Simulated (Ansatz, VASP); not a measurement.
# GaN in two plane-wave programs, part 2 of 2

One calculation is typed for both programs; each brings its own data sets. How far apart do they land? Of the first pair: The cell is taken from a series of runs on this material, whose earlier steps may have relaxed, scaled, displaced or heated it; both programs get it as it stands.

VASP 6.6.1 and Ansatz 0.2.0.

So far: The starting structure; VASP: relaxation of cell and atoms, PBE; Ansatz: relaxation of cell and atoms, PBE; Comparison.

## 5. Ansatz: relaxation, PBE

Level of this step: Ansatz beside VASP: Kohn-Sham DFT, plane waves, PBE (Ansatz).

This run makes the geometry at which the two programs are then compared.

The structure compared here is the end of the Ansatz relaxation.

The input, input.yaml:

```yaml
crystal:
  lattice:
    - [3.2399689205, 0.0, 0.0]
    - [-1.6199844603, 2.8058953927, 0.0]
    - [0.0, 0.0, 5.2782141855]
  atoms:
    - { symbol: "N", position: [0.3333333333, 0.6666666667, 0.3758659244] }
    - { symbol: "N", position: [0.6666666667, 0.3333333333, 0.8758659244] }
    - { symbol: Ga, position: [0.3333333333, 0.6666666667, -0.0008659244] }
    - { symbol: Ga, position: [0.6666666667, 0.3333333333, 0.4991340756] }
kpoints:
  mp_grid: { grid: [18, 18, 8] }
hamiltonian:
  xc: pbe
  pseudopotentials: { kind: paw, azcp: { folder: soft_1 } }
scf:
  occupations: { method: fixed }
output:
  forces: true
  stress: true
  eigenvalues: true
relax:
  adjacent_minimum: "off"
  f_tol: 0.001
  max_steps: 60
  cell: { stress_tol: 0.01, fix: [volume] }
```

Launch:

```bash
> ansatz run input.yaml --threads 4 --pin off --max-ram 16384MiB --backend cpu --events-out ev --progress --plain --runs-dir out
```

Numbers of over 12 decimals in the logs are rounded to 6 here.

What it wrote:

```text
[...]
Crystal: 4 atoms, lattice volume = 47.984 Å³
Basis set: ecut = 420 eV, 941 PW (Γ), exchange–correlation on 48×48×72 points (8 copies of the dense FFT grid, shifted against one another)
Bands: 22, of which v1, the nominal top of the filled ones, is band 18 counted from 1 (17 counted from 0)
Symmetry: 12 space group operations
[...]
k-points: 185 of 2592 (time reversal used)
[...]
--- Relaxed structure (3 steps of the walk, 3 accepted, 1 SCFs on fresh bases) ---
[...]
cell:  # Å, volume = 47.9843 Å³
    - [3.239908, 2.8866967424245378e-11, 0]
    - [-1.619954, 2.805843, 0]
    - [0, 0, 5.278412]
  atoms:
    - { symbol: N, position: [0.333333, 0.666667, 0.375893] }
    - { symbol: N, position: [0.666667, 0.333333, 0.875893] }
    - { symbol: Ga, position: [0.333333, 0.666667, -0.000892685] }
    - { symbol: Ga, position: [0.666667, 0.333333, 0.499107] }
[key lines of the parts left out:]
SCF converged after 5 iterations
Free energy (F): -8335.837797 eV
Fermi energy:    8.958441 eV
P = ⅓ Tr σ = -3.2560 GPa (-32.560 kbar)
```

## 6. VASP: single point, PBE, pair 2

The same cell, functional and mesh now go to VASP, with its own data sets.

The input, INCAR:

```
SYSTEM = GaN
PREC = Accurate
ENCUT = 600
EDIFF = 1E-06
NELM = 120
ISMEAR = 0
SIGMA = 0.01
LREAL = .FALSE.
ALGO = Normal
GGA = PE
NBANDS = 24
LORBIT = 11
LWAVE = .FALSE.
LCHARG = .FALSE.
ISIF = 2
LASPH = .TRUE.
GGA_COMPAT = .FALSE.
EFERMI = MIDGAP
KPAR = 2
```

The input, POSCAR:

```
GaN
1.0
    3.2399082628      0.0000000000      0.0000000000
   -1.6199541314      2.8058428615      0.0000000000
    0.0000000000      0.0000000000      5.2784118254
N Ga
2 2
Direct
    0.3333333333      0.6666666667      0.3758926846
    0.6666666667      0.3333333333      0.8758926846
    0.3333333333      0.6666666667      0.9991073154
    0.6666666667      0.3333333333      0.4991073154
```

The input, KPOINTS:

```
Automatic mesh
0
Gamma
18 18 8
0 0 0
```

The projector-augmented-wave data sets are N and Ga_d (PBE family, release 64).

Launch:

```bash
> mpirun -np 2 vasp_std
```

What it wrote:

```text
[... set-up lines as in an earlier step ...]
 entering main loop
       N       E                     dE             d eps       ncg     rms          rms(c)
DAV:   1     0.291517537676E+03    0.29152E+03   -0.19760E+04  9472   0.300E+03
DAV:   2     0.871819013544E+01   -0.28280E+03   -0.26956E+03  9760   0.553E+02
DAV:   3    -0.269634204779E+02   -0.35682E+02   -0.35292E+02 10616   0.153E+02
DAV:   4    -0.281667871605E+02   -0.12034E+01   -0.12011E+01 11288   0.316E+01
[...]
DAV:  16    -0.243220695838E+02    0.19145E-05   -0.19823E-06  7720   0.146E-02    0.244E-02
DAV:  17    -0.243220680199E+02    0.15638E-05   -0.55224E-06  9808   0.205E-02    0.731E-03
DAV:  18    -0.243220681231E+02   -0.10314E-06   -0.16392E-06  6376   0.964E-03
   1 F= -.24322068E+02 E0= -.24322068E+02  d E =0.000000E+00
```

Parts of OUTCAR (step 6):

```text
  Total       -0.9991646     -0.9991646     -0.9910434      0.0000000     -0.0000000      0.0000000
  in kB      -33.3617108    -33.3617108    -33.0905466      0.0000000     -0.0000000      0.0000000
  external PRESSURE =     -33.2713227 kB  Pullay stress =       0.0000000 kB

 POSITION                                       TOTAL-FORCE (eV/Angst)
 -----------------------------------------------------------------------------------
     -0.00000      1.87056      1.98412        -0.000000      0.000000     -0.000060
      1.61995      0.93528      4.62332        -0.000000      0.000000     -0.000060
     -0.00000      1.87056      5.27370         0.000000      0.000000      0.000060
      1.61995      0.93528      2.63449         0.000000      0.000000      0.000060
 -----------------------------------------------------------------------------------
    total drift:                                0.000000      0.000001      0.000648

  FREE ENERGIE OF THE ION-ELECTRON SYSTEM (eV)
  ---------------------------------------------------
  free  energy   TOTEN  =       -24.3220681231 eV

  energy  without entropy=      -24.3220681231  energy(sigma->0) =      -24.32206812

[... 3 further parts left out ...]
[key lines of the parts left out:]
E-fermi :   5.5908
```

The run ends at a pressure of -3.33 GPa.

## 7. Side by side

What differs besides the data sets and the points named for the pairs above, as far as they apply: Ansatz's pressure holds a Pulay correction, VASP's none. Total energies have different zeros and are not compared.

The two programs side by side:

```csv
quantity,Ansatz,VASP,difference
pressure (GPa),-3.26,-3.33,+0.07
gap on the k mesh (eV),1.579,1.582,-0.003
```

A gap on the mesh is an upper bound, since the band edges may lie between its points.

## 8. Ansatz: relaxation, PBE

This run makes the geometry at which the two programs are then compared. The cell compared in this pair holds 49.87 Å³, against 47.98 Å³ for the pair before.

The structure compared here is the end of the Ansatz relaxation.

input.yaml, the sections that differ from step 5:

```yaml
crystal:
  lattice:
    - [3.2817038304, 0.0, 0.0]
    - [-1.6408519152, 2.8420388848, 0.0]
    - [0.0, 0.0, 5.346574511]
  atoms:
    - { symbol: "N", position: [0.3333333333, 0.6666666667, 0.3759255166] }
    - { symbol: "N", position: [0.6666666667, 0.3333333333, 0.8759255166] }
    - { symbol: Ga, position: [0.3333333333, 0.6666666667, -0.0009255166] }
    - { symbol: Ga, position: [0.6666666667, 0.3333333333, 0.4990744834] }
# kpoints, hamiltonian, scf, output, relax: as in step 5
```

Launch:

```bash
> ansatz run input.yaml --threads 4 --pin off --max-ram 16384MiB --backend cpu --events-out ev --progress --plain --runs-dir out
```

What it wrote:

```text
[...]
Crystal: 4 atoms, lattice volume = 49.866 Å³
Basis set: ecut = 420 eV, 989 PW (Γ), exchange–correlation on 48×48×72 points (8 copies of the dense FFT grid, shifted against one another)
Bands: 22, of which v1, the nominal top of the filled ones, is band 18 counted from 1 (17 counted from 0)
Symmetry: 12 space group operations
[...]
k-points: 185 of 2592 (time reversal used)
[...]
--- Relaxed structure (3 steps of the walk, 3 accepted, 1 SCFs on fresh bases) ---
[...]
cell:  # Å, volume = 49.8661 Å³
    - [3.281645, 0.0, 0]
    - [-1.640823, 2.841988, 0]
    - [0, 0, 5.346765]
  atoms:
    - { symbol: N, position: [0.333333, 0.666667, 0.375954] }
    - { symbol: N, position: [0.666667, 0.333333, 0.875954] }
    - { symbol: Ga, position: [0.333333, 0.666667, -0.000953906] }
    - { symbol: Ga, position: [0.666667, 0.333333, 0.499046] }
[key lines of the parts left out:]
SCF converged after 5 iterations
Free energy (F): -8335.765833 eV
Fermi energy:    8.414282 eV
P = ⅓ Tr σ = -8.7965 GPa (-87.965 kbar)
```

## 9. VASP: single point, PBE, pair 3

The same cell, functional and mesh now go to VASP, with its own data sets.

INCAR is that of step 6.

The input, POSCAR:

```
GaN
1.0
    3.2816452436      0.0000000000      0.0000000000
   -1.6408226218      2.8419881471      0.0000000000
    0.0000000000      0.0000000000      5.3467654162
N Ga
2 2
Direct
    0.3333333333      0.6666666667      0.3759539056
    0.6666666667      0.3333333333      0.8759539056
    0.3333333333      0.6666666667      0.9990460944
    0.6666666667      0.3333333333      0.4990460944
```

KPOINTS is that of step 6.

Launch:

```bash
> mpirun -np 2 vasp_std
```

What it wrote:

```text
[... set-up lines as in an earlier step ...]
 entering main loop
       N       E                     dE             d eps       ncg     rms          rms(c)
DAV:   1     0.294331720256E+03    0.29433E+03   -0.19725E+04  9336   0.296E+03
DAV:   2     0.913127717453E+01   -0.28520E+03   -0.27268E+03  9952   0.551E+02
DAV:   3    -0.267790432969E+02   -0.35910E+02   -0.35520E+02 10648   0.153E+02
DAV:   4    -0.279886777846E+02   -0.12096E+01   -0.12073E+01 11184   0.315E+01
[...]
DAV:  14    -0.242522651476E+02    0.17092E-05   -0.13355E-04 14400   0.122E-01    0.481E-02
DAV:  15    -0.242522634947E+02    0.16529E-05   -0.17110E-05  9480   0.317E-02    0.360E-02
DAV:  16    -0.242522630109E+02    0.48383E-06   -0.49718E-07  5488   0.540E-03
   1 F= -.24252263E+02 E0= -.24252263E+02  d E =0.000000E+00
```

From OUTCAR (step 9):

```text
  Total       -2.7357353     -2.7357353     -2.7282561      0.0000000      0.0000000      0.0000000
  in kB      -87.8981282    -87.8981282    -87.6578243      0.0000000      0.0000000      0.0000000
  external PRESSURE =     -87.8180269 kB  Pullay stress =       0.0000000 kB

 POSITION                                       TOTAL-FORCE (eV/Angst)
 -----------------------------------------------------------------------------------
     -0.00000      1.89466      2.01014        -0.000000      0.000000      0.000096
      1.64082      0.94733      4.68352         0.000000     -0.000000      0.000096
     -0.00000      1.89466      5.34167        -0.000000     -0.000000     -0.000096
      1.64082      0.94733      2.66828         0.000000      0.000000     -0.000096
 -----------------------------------------------------------------------------------
    total drift:                               -0.000000     -0.000000     -0.000047

  FREE ENERGIE OF THE ION-ELECTRON SYSTEM (eV)
  ---------------------------------------------------
  free  energy   TOTEN  =       -24.2522630109 eV

  energy  without entropy=      -24.2522630109  energy(sigma->0) =      -24.25226301

[... 1 part as in an earlier step ...]

[... 2 further parts left out ...]
[key lines of the parts left out:]
E-fermi :   5.0736
```

The run ends at a pressure of -8.78 GPa.

## 10. Side by side

Both answers:

```csv
quantity,Ansatz,VASP,difference
pressure (GPa),-8.80,-8.78,-0.01
gap on the k mesh (eV),1.326,1.328,-0.002
```

A gap on the mesh is an upper bound, since the band edges may lie between its points.

## 11. Summary of results

```json
{"difference in volume (relaxation of cell and atoms, PBE)": "0.084 %", "difference in gap on the k mesh (single point, PBE, pair 2)": "-0.0031 eV", "difference in gap on the k mesh (single point, PBE, pair 3)": "-0.0018 eV"}
```

In words: The difference in volume is 0.084 % (relaxation of cell and atoms, PBE), within the 1.2 % picked in this series as the mark of a large difference, as far as the stopping tolerances let one tell. 5 further runs of this series are not shown here. Such differences can come from data sets, numerical settings and the points named under the comparisons, not from the functional's error against experiment.

[Lines on the potential files, build, host, timing and source positions are cut from VASP's logs without a mark.]

[Logs are printed without paths, hosts, clocks, repeated set-up lines and the standing remarks that a program may print on its own settings, such as how far it seeks lower states.]

[Hosts, paths, dates, database ids (printed as entryN), source tags and the programs' standing remarks are cut or masked in the printed files.]
